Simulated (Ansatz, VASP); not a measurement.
**Two plane-wave programs on RuPtSe3**

```xyz
5
Lattice="4.7866 0.0000 0.0000 0.0000 4.7866 0.0000 0.0000 0.0000 4.7866" Properties=species:S:1:pos:R:3 pbc="T T T"
Ru    2.3933    2.3933    2.3933
Pt    0.0000    0.0000    0.0000
Se    0.0000    2.3933    2.3933
Se    2.3933    0.0000    2.3933
Se    2.3933    2.3933    0.0000
```

Alike in both runs: functional PBE; k mesh 8 × 8 × 8; occupations gaussian, width 0.1 eV; no spin polarisation.

Ansatz relaxed the structure, and its values are those at the end. VASP's run is a single point on that final structure, the one shown.

|  | VASP | Ansatz |
| --- | --- | --- |
| version | VASP 6.6.1 | Ansatz 0.2.0 |
| potentials or method | VASP PAW PBE potentials, release 64 (Ru_pv, Pt, Se) | scalar-relativistic, plane waves, PAW |
| plane-wave cutoff (eV) | 520 | 420 |
| valence electrons in the cell | 42 | 82 |

```tsv
	VASP	Ansatz	Ansatz less VASP
gap on the k mesh at the Fermi level (eV)	none	none	-
pressure (GPa)	0.1	0.0	-0.08
```

A gap of «none» marks a metal or a gap that the smearing closes. The two sets of potentials don't hold the same shells in valence.

The runs have no spin-orbit coupling, so splittings on Pt are missing.
